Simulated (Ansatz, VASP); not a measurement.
One calculation of AgB2, two programs

```
CELL_PARAMETERS angstrom
3.02288 0.00000 0.00000
-1.51144 2.61789 0.00000
0.00000 0.00000 4.05850
ATOMIC_POSITIONS crystal
Ag 0.00000 0.00000 0.00000
B 0.33333 0.66667 0.50000
B 0.66667 0.33333 0.50000
```

Alike in both runs: task relaxation of cell and atoms; functional PBE; k mesh 18 × 18 × 12; occupations gaussian, width 0.1 eV; no spin polarisation.

|  | VASP | Ansatz |
| --- | --- | --- |
| version | VASP 6.6.1 | Ansatz 0.2.0 |
| potentials or method | VASP PAW PBE potentials, release 64 (Ag, B) | scalar-relativistic, plane waves, PAW |
| plane-wave cutoff (eV) | 600 | 420 |
| valence electrons in the cell | 17 | 25 |

|  | VASP | Ansatz | Ansatz less VASP |
| --- | --- | --- | --- |
| gap on the k mesh at the Fermi level, each at its own relaxed structure (eV) | none | none | - |
| relaxed volume (Å³/atom) | 10.69 | 10.70 | +0.019 |
| relaxed cell length with the largest relative difference (Å) | 4.058 | 4.063 | +0.0048 |

A gap of «none» marks a metal or a gap that the smearing closes. The two sets of potentials don't hold the same shells in valence.
